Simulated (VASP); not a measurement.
Consider the following.

```
CELL_PARAMETERS angstrom
      1.25644    -2.17621     0.00000
      1.25644     2.17621     0.00000
      0.00000     0.00000     7.64833
ATOMIC_POSITIONS crystal
  B  0.33333 0.66667 0.25000
  B  0.66667 0.33333 0.75000
  N  0.66667 0.33333 0.25000
  N  0.33333 0.66667 0.75000
```

Method: PBE GGA, VASP's PBE PAW potentials (set 64) (plane waves; VASP). Settings: 620 eV cut-off, 10×10×3 Γ-centred mesh, Gaussian smearing of 0.050 eV, potentials B N.

Without a dispersion term in the relaxation, distances and binding between the weakly bound layers, chains or molecules are unreliable, and so is what depends on them.

Problem. Estimate the energy per atom (σ→0).

Solution. 
The energy per atom (σ→0) is -8.803 eV/atom.

Only differences to runs with the same potentials and settings are physical.

The compound is BN in the hex structure. It was relaxed first, which changed the volume by +16 %.
